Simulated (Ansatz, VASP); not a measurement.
# SrAl2Os in VASP and in Ansatz

```
Sr Al Os
1.0
     3.26767    0.00000    0.00000
    -1.63384    2.82989    0.00000
     0.00000    0.00000    9.02411
Sr Al Os
1 2 1
Cartesian
  0.0000 1.8866 4.5121
  0.0000 0.0000 7.3089
  0.0000 0.0000 1.7152
  0.0000 1.8866 0.0000
```

Alike in both runs: functional PBE; k mesh 6 × 6 × 2; occupations gaussian, width 0.1 eV; no spin polarisation.

Ansatz relaxed the structure, and its values are those at the end. VASP's run is a single point on that final structure, the one shown.

```csv
,VASP,Ansatz
version,VASP 6.6.1,Ansatz 0.2.0
potentials or method,"VASP PAW PBE potentials, release 64 (Sr_sv, Al, Os)","scalar-relativistic, plane waves, PAW"
plane-wave cutoff (eV),520,420
valence electrons in the cell,24,32
```

Ansatz gave:

* gap on the k mesh at the Fermi level (eV): none
* pressure (GPa): -0.1
* rms of the force components (eV/Å): 0.005

**Question.** What did VASP give for the same quantities?

**Answer.** gap on the k mesh at the Fermi level (eV): none; pressure (GPa): 0.0; rms of the force components (eV/Å): 0.000.

A gap of «none» marks a metal or a gap that the smearing closes. The two sets of potentials don't hold the same shells in valence.

Caveats: the k mesh is coarse (spacing up to 0.37 Å⁻¹), so the values aren't converged. The runs have no spin-orbit coupling, so splittings on Os are missing.
